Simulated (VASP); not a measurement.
Here is the system:

```
SnTe
1.0
    0.00000     3.26239     3.26239
    3.26239     0.00000     3.26239
    3.26239     3.26239     0.00000
Sn Te
1 1
Cartesian
  0.00000   0.00000   0.00000
  1.63120   1.63120   1.63120
```

Level of theory: PBEsol GGA, VASP's PBE PAW potentials (set 64) (plane waves; VASP). Numerical set-up: 500 eV cut-off, 10×10×10 Γ-centred mesh, first-order Methfessel-Paxton smearing of 0.10 eV, potentials Sn_d Te.

Energy and stress use the plane-wave basis of the starting cell.

Problem. The ions, cell shape and volume at an external pressure of 20.0 GPa are relaxed. What does this cell relax into?

Solution. 
```
SnTe
1.0
    0.00000     3.12492     3.12492
    3.12492     0.00000     3.12492
    3.12492     3.12492     0.00000
Sn Te
1 1
Cartesian
  0.00000   0.00000   0.00000
  1.56246   1.56246   1.56246
```
Space group F-43m (216), at a tolerance of 0.03 Å.

Problem. How do energy and volume change from the first to the last step?

Solution. The energy (σ→0) changes by +382.5 meV/atom and the volume by -12.1 %, in 7 ionic steps.

The structure was generated: SnTe was put into the zinc blende type (F-43m), which need not be its known phase. This run relaxes it under an external pressure of 20 GPa. Symmetry was kept, so distortions that lower it aren't found.
